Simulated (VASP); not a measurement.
Input for VASP

File POSCAR:
```
GeRh
3.6668710
  0.8231764370   0.0000000000   0.0000000000
 -0.4115882185   0.7128917444   0.0000000000
  0.0000000000   0.0000000000   1.0000000917
Rh Ge
1 1
direct
  0.0000000000   1.0000000000   0.0000000000
  0.6666670000   0.3333330000   0.5000000000
```

### INCAR
```
ALGO=Normal
EDIFF=1E-7
ENCUT=400
GGA=PS
ISIF=2
ISMEAR=-5
LASPH=T
LCHARG=T
LMAXMIX=4
LORBIT=11
LREAL=F
LWAVE=F
NEDOS=601
NELM=100
PREC=Accurate
SYSTEM=GeRh
```

**KPOINTS**
```
Automatic mesh
0
Gamma
16 16 11
0 0 0
```

POTCAR, in this order: Rh_pv Ge_d (PBE.64 set). Program: vasp_std.

Write an equivalent input for Quantum ESPRESSO's pw.x.

One equivalent input (not run):
```
&CONTROL
  calculation = 'scf'
  pseudo_dir = './pseudo'
  outdir = './out'
  tprnfor = .true.
  tstress = .true.
/
&SYSTEM
  ibrav = 0
  nat = 2
  ntyp = 2
  ecutwfc = 88
  occupations = 'tetrahedra'
  input_dft = 'pbesol'
/
&ELECTRONS
  conv_thr = 7.3e-09
  electron_maxstep = 100
/
ATOMIC_SPECIES
  Rh 102.906 Rh.upf
  Ge 72.630 Ge.upf
CELL_PARAMETERS angstrom
     3.0184818   -0.0000000   -0.0000000
    -1.5092409    2.6140821   -0.0000000
    -0.0000000   -0.0000000    3.6668713
ATOMIC_POSITIONS crystal
  Rh   0.0000000  1.0000000  0.0000000
  Ge   0.6666670  0.3333330  0.5000000
K_POINTS automatic
  16 16 11 0 0 0
```
The two are equivalent in intent, not identical: the potentials are each code's own (VASP's PAW set, PseudoDojo norm-conserving files in pw.x), so ENCUT and ecutwfc are chosen apart and not converted; conv_thr bounds pw.x's estimated SCF error, while EDIFF bounds the energy change between steps.

The structure was generated: GeRh was put into the WC type (P-6m2), which need not be its known phase. It was relaxed first, which changed the volume by -12 %.
